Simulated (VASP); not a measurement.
Here is the system:

```
Re
1.0
    1.36994    -2.37280     0.00000
    1.36994     2.37280     0.00000
    0.00000     0.00000     4.42764
Re
2
Cartesian
  1.36994   0.79093   1.10691
  1.36994  -0.79093   3.32073
```

Level of theory: LDA (Ceperley-Alder, Perdew-Zunger), VASP's LDA PAW potentials (set 64) (plane waves; VASP). Run with 520 eV cut-off, 17×17×9 Γ-centred mesh, tetrahedra with Blöchl corrections, potentials Re.

**Question.** The job: Re (hcp), 2 atoms, LDA, static run, 520 eV, 17×17×9 Γ-centred mesh. Roughly how much core time does it take on a busy server core?

**Answer.** About 70 core-seconds (one run on a shared machine, a rough figure). It had 165 irreducible k-points, 11 bands, up to 788 plane waves and 12 electronic steps.

The compound is Re in the hcp structure. It was relaxed first.
